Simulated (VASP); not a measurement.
Here is the system:

```
CELL_PARAMETERS angstrom
      0.00000     3.20682     3.20682
      3.20682     0.00000     3.20682
      3.20682     3.20682     0.00000
ATOMIC_POSITIONS crystal
  Ga 0.00000 0.00000 0.00000
  Sb 0.25000 0.25000 0.25000
```

Method: vdW-DF2, VASP's PBE PAW potentials (set 64) (plane waves; VASP). Settings: 520 eV cut-off, Gaussian smearing of 0.050 eV, potentials Ga_d Sb.

Unless said otherwise, spin-orbit coupling is left out, though it shifts the bands of the heavy elements here.

Task: Estimate the band gap (along the path) with the smallest direct gap where there is one.

Result: 
```
Quantity                                                      Value
-------------------------  ----------------------------------------
band gap (along the path)  none (metal, semimetal or under 0.01 eV)
```

Only differences to runs with the same potentials and settings are physical.

The compound is GaSb in the zinc blende structure. It was relaxed first, which changed the volume by +16 %.
